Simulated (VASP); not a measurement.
A convergence study with VASP on SiO2 (space group no. 136 when undisturbed): one setting is varied, all else stays as given below, so the limit is that of these other settings. One atom is moved off its site, so that forces are finite.

```
CELL_PARAMETERS angstrom
      4.19254     0.00000     0.00000
      0.00000     4.19254     0.00000
      0.00000     0.00000     2.67801
ATOMIC_POSITIONS crystal
  Si 0.00000 0.00000 0.01867
  Si 0.50000 0.50000 0.50000
  O  0.30600 0.30600 0.00000
  O  0.80600 0.19400 0.50000
  O  0.19400 0.80600 0.50000
  O  0.69400 0.69400 0.00000
```

The numbers are results of PBE GGA, VASP's PBE PAW potentials (set 64) (plane waves; VASP 6.6.1), not measurements. The tightest run used: 400 eV cut-off, 10×10×16 Γ-centred mesh, Fermi-Dirac smearing of 0.020 eV, potentials Si O.

Gaps are read on the run's mesh, which can miss a band edge.

| setting | E (eV/atom) | pressure (GPa) | largest force (eV/Å) | gap on the mesh (eV) | irreducible k-points |
|---|---|---|---|---|---|
| 2×2×2 mesh | -7.5836 | 0.43 | 1.178 | 5.344 | 6 |
| 2×2×3 mesh | -7.7027 | -0.76 | 1.159 | 5.376 | 6 |
| 3×3×4 mesh | -7.7188 | -0.85 | 1.154 | 5.384 | 12 |

**Question.** These are the cheaper rows. Estimate the results at 10×10×16 mesh, and how far the last row shown lies from them.

**Answer.** 
```json
[
 {"quantity": "E (eV/atom)", "tightest run": "-7.7218", "last row shown is off by": "0.0030"},
 {"quantity": "pressure (GPa)", "tightest run": "-0.78", "last row shown is off by": "-0.07"},
 {"quantity": "largest force (eV/Å)", "tightest run": "1.152", "last row shown is off by": "0.001"},
 {"quantity": "gap on the mesh (eV)", "tightest run": "5.385", "last row shown is off by": "-0.002"}
]
```

Left out are rungs that failed or repeat a setting and relaxations that didn't move; long series are thinned to 24 rows.

The structure is a typed SiO2 crystal (space group no. 136). The cell was not relaxed at this level, it is distorted from the ideal structure.
